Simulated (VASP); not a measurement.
Computed with PBE GGA, VASP's PBE PAW potentials (set 64) (plane waves; VASP).

Input for VASP

### POSCAR
```
V2S3
1
    1.6760670000     0.9676770000     7.7804580000
   -1.6760670000     0.9676770000     7.7804580000
    0.0000000000    -1.9353550000     7.7804580000
V S
2 3
Direct
  0.3990000000   0.3990000000   0.3990000000
  0.6010000000   0.6010000000   0.6010000000
  0.0000000000   0.0000000000   0.0000000000
  0.2080000000   0.2080000000   0.2080000000
  0.7920000000   0.7920000000   0.7920000000
```

File KPOINTS:
```
Automatic mesh
0
gamma
 4 4 4
```

### INCAR
```
ALGO=Normal
EDIFF=1E-6
ENCUT=300
GGA=PE
ISIF=2
ISMEAR=-1
ISPIN=2
LASPH=T
LCHARG=F
LMAXMIX=4
LORBIT=11
LREAL=F
LWAVE=F
MAGMOM=2*2.0 3*0.0
NELM=100
PREC=Accurate
SIGMA=0.05
SYSTEM=V2S3
```

POTCAR, in this order: V_sv S (PBE.64 set). Program: vasp_std.

What VASP printed:

**OSZICAR**
```
       N       E                     dE             d eps       ncg     rms          rms(c)
DAV:   1     0.371747077970E+03    0.37175E+03   -0.18763E+04  1672   0.105E+03
DAV:   2    -0.662553796513E+01   -0.37837E+03   -0.36651E+03  1644   0.380E+02
DAV:   3    -0.373907412503E+02   -0.30765E+02   -0.29603E+02  1872   0.952E+01
DAV:   4    -0.382033484591E+02   -0.81261E+00   -0.80433E+00  1764   0.155E+01
DAV:   5    -0.382173983203E+02   -0.14050E-01   -0.13938E-01  1884   0.205E+00    0.289E+01
DAV:   6    -0.372198944651E+02    0.99750E+00   -0.81942E+01  1912   0.552E+01    0.216E+01
DAV:   7    -0.343705770695E+02    0.28493E+01   -0.50117E+01  1960   0.468E+01    0.113E+01
DAV:   8    -0.335323135499E+02    0.83826E+00   -0.42688E+00  1844   0.134E+01    0.445E+00
DAV:   9    -0.335549676075E+02   -0.22654E-01   -0.58551E-01  1932   0.388E+00    0.176E+00
DAV:  10    -0.335450656861E+02    0.99019E-02   -0.58150E-02  1824   0.175E+00    0.884E-01
DAV:  11    -0.335453029261E+02   -0.23724E-03   -0.18160E-02  2008   0.843E-01    0.596E-01
DAV:  12    -0.335460519006E+02   -0.74897E-03   -0.18888E-03  1616   0.285E-01    0.349E-01
DAV:  13    -0.335457661228E+02    0.28578E-03   -0.58683E-04  1920   0.158E-01    0.162E-01
DAV:  14    -0.335456654260E+02    0.10070E-03   -0.38235E-04  1948   0.126E-01    0.580E-02
DAV:  15    -0.335456624643E+02    0.29617E-05   -0.40759E-05  1840   0.380E-02    0.183E-02
DAV:  16    -0.335456605596E+02    0.19047E-05   -0.10757E-05  1748   0.220E-02    0.914E-03
DAV:  17    -0.335456603887E+02    0.17093E-06   -0.12425E-06   940   0.792E-03
   1 F= -.33545660E+02 E0= -.33525185E+02  d E =-.409504E-01  mag=     2.9760
```

File OUTCAR:
```
------------------------ aborting loop because EDIFF is reached ----------------------------------------
  FORCE on cell =-STRESS in cart. coord.  units (eV):
  Direction    XX          YY          ZZ          XY          YZ          ZX
  --------------------------------------------------------------------------------------
  Total       -0.6220558     -0.6220553      4.2468859      0.0000000     -0.0000002      0.0000000
  in kB      -13.1632028    -13.1631919     89.8675325      0.0000000     -0.0000039      0.0000000
  external PRESSURE =      21.1803793 kB  Pullay stress =       0.0000000 kB
  volume of cell :       75.71
      direct lattice vectors                 reciprocal lattice vectors
     1.676067000  0.967677000  7.780458000     0.298317430  0.172233720  0.042842387
    -1.676067000  0.967677000  7.780458000    -0.298317430  0.172233720  0.042842387
     0.000000000 -1.935355000  7.780458000     0.000000000 -0.344467440  0.042842365
 POSITION                                       TOTAL-FORCE (eV/Angst)
 -----------------------------------------------------------------------------------
      0.00000     -0.00000      9.31321         0.000000     -0.000000      0.228938
      0.00000     -0.00000     14.02817         0.000000      0.000000     -0.228938
      0.00000      0.00000      0.00000        -0.000000     -0.000000      0.000000
      0.00000     -0.00000      4.85501         0.000000     -0.000000      1.848469
      0.00000     -0.00000     18.48637         0.000000      0.000000     -1.848469
 -----------------------------------------------------------------------------------
    total drift:                                0.000000      0.000000     -0.000000
  FREE ENERGIE OF THE ION-ELECTRON SYSTEM (eV)
  ---------------------------------------------------
  free  energy   TOTEN  =       -33.5456603887 eV

  energy  without entropy=      -33.5047099561  energy(sigma->0) =      -33.52518517

 total charge

# of ion       s       p       d       tot
------------------------------------------
    1        2.221   6.178   3.056  11.455
    2        2.221   6.178   3.056  11.455
    3        1.317   2.466   0.000   3.783
    4        1.367   2.336   0.000   3.703
    5        1.367   2.336   0.000   3.703
--------------------------------------------------
tot          8.492  19.495   6.112  34.099

 magnetization (x)

# of ion       s       p       d       tot
------------------------------------------
    1        0.017   0.011   1.402   1.430
    2        0.017   0.011   1.402   1.430
    3       -0.001  -0.025   0.000  -0.026
    4       -0.005  -0.079   0.000  -0.084
    5       -0.005  -0.079   0.000  -0.084
--------------------------------------------------
tot          0.023  -0.162   2.805   2.666
```
(Selected blocks of OUTCAR.)

### OUTCAR
```
 val. band max:        8.7521243728   @ k =   0.5000   0.2500   0.0000

 cond. band min:       8.7648981687   @ k =  -0.2500   0.2500   0.2500


 Fermi energy:         8.7553212728

 spin component 1

 k-point     1 :       0.0000    0.0000    0.0000
  band No.  band energies     occupation
      1     -56.5522      1.00000
      2     -56.5502      1.00000
      3     -30.4208      1.00000
      4     -30.4208      1.00000
      5     -30.4188      1.00000
      6     -30.4187      1.00000
      7     -30.4070      1.00000
      8     -30.3781      1.00000
      9      -6.9535      1.00000
     10      -5.8180      1.00000
     11      -4.1124      1.00000
     12       2.5731      1.00000
     13       3.2165      1.00000
     14       4.7211      1.00000
     15       4.7211      1.00000
     16       5.7504      1.00000
     17       5.7504      1.00000
     18       7.6549      1.00000
     19       7.6549      1.00000
     20       7.8531      1.00000
     21       7.9060      1.00000
     22       7.9060      1.00000
     23       7.9258      1.00000
     24       8.0843      1.00000
     25       8.0843      1.00000
     26       9.6028      0.00000
     27       9.6028      0.00000
     28       9.6056      0.00000

 k-point     2 :       0.2500   -0.0000    0.0000
  band No.  band energies     occupation
      1     -56.5484      1.00000
      2     -56.5469      1.00000
      3     -30.4634      1.00000
      4     -30.4600      1.00000
      5     -30.4316      1.00000
      6     -30.4278      1.00000
      7     -30.3958      1.00000
      8     -30.3748      1.00000
      9      -6.1997      1.00000
     10      -5.4035      1.00000
     11      -3.7002      1.00000
     12       2.3527      1.00000
     13       2.7632      1.00000
     14       3.8075      1.00000
     15       4.5560      1.00000
     16       5.0383      1.00000
     17       5.6754      1.00000
     18       5.8696      1.00000
...
```

At this cut-off the stress carries a Pulay error, which pulls relaxed volumes low. The moments were started parallel, and other spin orders were not tried in this run.

The structure was generated: V2S3 was put into an ordered model structure, which need not be its known phase. The cell was not relaxed at this level, and its volume differs by -5.9 % from the start's. The k-mesh is coarse (spacing up to 0.55 per Å, 2π included), so the numbers may not be converged in it.
